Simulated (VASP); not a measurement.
ZrN (rock salt): the lattice constant a from VASP (plane waves, PAW) at several levels of theory. Static lattice.

```
level        lattice constant a (Å)
-----------  ----------------------
LDA                           4.530
PBE                           4.597
PBEsol                        4.556
PBE-D4                        4.569
optB88-vdW                    4.598
rev-vdW-DF2                   4.581
```

The cell of the LDA run:

Space group Fm-3m (No. 225); a = 4.5297 Å, b = 4.5297 Å, c = 4.5297 Å, α = 90.00°, β = 90.00°, γ = 90.00°

```
atom  site  symmetry       x       y       z
----  ----  --------  ------  ------  ------
Zr      4a      m-3m  0.0000  0.0000  0.0000
N       4b      m-3m  0.5000  0.5000  0.5000
```
(The calculation used a cell of 2 atoms; values per cell refer to that cell.)

Only levels that ran to the end are used. Left out are those held back, those with too coarse a band path, GW runs whose mesh misses a band edge, hybrids' fits of cells that aren't cubic and levels without matching references; a question may draw on a part of the rest.

The compound is ZrN in the rock salt structure.
